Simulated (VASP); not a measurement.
Input of a VASP 6.6.1 run:

INCAR

```
PREC = Accurate ; ENCUT = 520
EDIFF = 1E-7 ; ISMEAR = -1
SIGMA = 0.05 ; LREAL = F
LASPH = T ; NELM = 120
ALGO = Normal ; ISIF = 2
LWAVE = F ; LCHARG = F
ISPIN = 2 ; MAGMOM = 2 2 2 2 2 2 0 0 0 0 0 0
LORBIT = 11 ; LMAXMIX = 4
LDIPOL = T ; IDIPOL = 3
DIPOL = 0.5 0.5 0.500 ; GGA = PE
NBANDS = 61
```

File KPOINTS:

```
Automatic mesh
0
Gamma
  9 9 1
```

File POSCAR:

```
CoO
1.0
    3.0143962082      0.0000000000      0.0000000000
    0.0000000000      3.0143962082      0.0000000000
    0.0000000000      0.0000000000     25.6575000000
Co O
6 6
Direct
    0.5000000000      0.5000000000      0.2923121894
    0.0000000000      0.0000000000      0.3753873137
    0.5000000000      0.5000000000      0.4584624379
    0.0000000000      0.0000000000      0.5415375621
    0.5000000000      0.5000000000      0.6246126863
    0.0000000000      0.0000000000      0.7076878106
    0.0000000000      0.0000000000      0.2923121894
    0.5000000000      0.5000000000      0.3753873137
    0.0000000000      0.0000000000      0.4584624379
    0.5000000000      0.5000000000      0.5415375621
    0.0000000000      0.0000000000      0.6246126863
    0.5000000000      0.5000000000      0.7076878106
```

Potentials or basis: VASP PAW PBE potentials, release 64 (Co, O).

Command:

```sh
$ cat potpaw_PBE.64/Co/POTCAR potpaw_PBE.64/O/POTCAR > POTCAR
$ mpirun -np 1 vasp_std > vasp.out
```

Problem. Predict the site moments.

Solution. Co +2.51, +2.60, +2.59; O +0.27, +0.32, +0.31 μB.

Problem. What does it give for the largest force?

Solution. 0.358 eV/Å.

Forces on the atoms (eV/Å):
```
Co   0.000  0.000  0.358
Co   0.000  0.000 -0.186
Co   0.000  0.000 -0.001
Co   0.000  0.000  0.001
Co   0.000  0.000  0.186
Co   0.000  0.000 -0.358
O    0.000  0.000 -0.094
O    0.000  0.000 -0.046
O    0.000  0.000  0.056
O    0.000  0.000 -0.056
O    0.000  0.000  0.046
O    0.000  0.000  0.094
```
